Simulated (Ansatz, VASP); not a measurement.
One calculation of SrGa2B2, two programs

```
Ga B Sr
1.0
     2.21800    3.84168    0.00000
    -2.21800    3.84168    0.00000
     0.00000    0.00000    4.74477
Ga B Sr
2 2 1
Direct
  0.33330 0.33340 0.46560
  0.66670 0.66660 0.53440
  0.33330 0.33340 0.10670
  0.66670 0.66660 0.89330
  0.00000 0.00000 0.00000
```

The cell was built by a generator and needn't be a form met in nature.

Alike in both runs: task single point; functional PBE; k mesh 5 × 5 × 4; no spin polarisation.

```csv
,VASP,Ansatz
version,VASP 6.6.1,Ansatz 0.2.0
potentials or method,"VASP PAW PBE potentials, release 64 (Ga_d, B, Sr_sv)",PAW plane waves
plane-wave cutoff (eV),520,420
occupations,"methfessel-paxton of order 1, width 0.025 eV","cold, width 0.025 eV"
valence electrons in the cell,42,42
```

Ansatz gave:

* gap on the k mesh at the Fermi level (eV): none
* pressure (GPa): 23.7
* largest component of the traceless stress (GPa): 27.93
* rms of the force components (eV/Å): 3.896

Problem. Which values does VASP return?

Solution. gap on the k mesh at the Fermi level (eV): none; pressure (GPa): 24.1; largest component of the traceless stress (GPa): 27.97; rms of the force components (eV/Å): 3.902.

Atom by atom the forces differ by 0.007 eV/Å (rms over components). A gap of «none» marks a metal or a gap that the smearing closes. Ansatz warned: «structure_snapped_to_symmetry».

Caveats: so large a pressure means that the cell lies far from this level's equilibrium, or that cutoff or potentials fall short (VASP); forces of over 1 eV/Å show positions far from the minimum, so gaps and moduli don't describe the material at rest.
